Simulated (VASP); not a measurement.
All values below come from LDA (Ceperley-Alder, Perdew-Zunger), VASP's LDA PAW potentials (set 64) (plane waves; VASP).

The input files of a VASP run:

File KPOINTS:
```
Automatic mesh
0
Gamma
6 6 6
0 0 0
```

**INCAR**
```
SYSTEM = Nb3Sn
PREC = Accurate
ENCUT = 500
EDIFF = 1E-6
NELM = 100
ALGO = Normal
LREAL = .FALSE.
LASPH = .TRUE.
ISMEAR = 1
SIGMA = 0.1
LMAXMIX = 4
LWAVE = .FALSE.
LCHARG = .FALSE.
IBRION = 2
ISIF = 3
NSW = 40
EDIFFG = -0.02
PSTRESS = 300
```

File POSCAR:
```
Nb3Sn
1.0
  5.0076542650   0.0000000000   0.0000000000
  0.0000000000   5.0076542650   0.0000000000
  0.0000000000   0.0000000000   5.0076542650
Nb Sn
6 2
Cartesian
  1.2519135663   5.0076542650   2.5038271325
  2.5038271325   1.2519135663   5.0076542650
  2.5038271325   3.7557406988   0.0000000000
  3.7557406988   5.0076542650   2.5038271325
  0.0000000000   2.5038271325   3.7557406988
  0.0000000000   2.5038271325   1.2519135663
  2.5038271325   2.5038271325   2.5038271325
  0.0000000000   0.0000000000   5.0076542650
```

POTCAR, in this order: Nb_sv Sn_d (LDA.64 set). Program: vasp_std.

**Question.** What will the output report for the number of irreducible k-points (NKPTS), largest plane-wave count, number of space-group operations, FFT grid (NGX, NGY, NGZ)?

**Answer.** 
- number of irreducible k-points (NKPTS) = 20
- largest plane-wave count = 3218
- number of space-group operations = 48
- FFT grid (NGX, NGY, NGZ) = 40 × 40 × 40

The compound is Nb3Sn in the A15 structure. It was relaxed first under an external pressure of 30 GPa.
